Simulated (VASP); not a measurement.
Energy against volume of CuZn (CsCl type). Computed with rev-vdW-DF2, VASP's PBE PAW potentials (set 64) (plane waves; VASP). Run with 520 eV cut-off, 12×12×12 Γ-centred mesh, first-order Methfessel-Paxton smearing of 0.10 eV, potentials Zn Cu.

| V (Å³/atom) | E (eV/atom) |
|---|---|
| 11.995 | 0.13616 |
| 12.378 | 0.12019 |
| 12.761 | 0.11463 |
| 13.144 | 0.11777 |

Problem. Fit these four points and predict the energy of the run at 13.526 Å³/atom.

Solution. A cubic in V^(−2/3), the third-order Birch-Murnaghan form, passes through the four points with V0 = 12.80 Å³/atom and B0 = 119 GPa, and gives 0.1282 eV/atom there. The run gave 0.1282 eV/atom, +0.0 meV/atom from the fit; all five points give B0 = 119 GPa.

The compound is CuZn in the CsCl type structure. It was relaxed first.
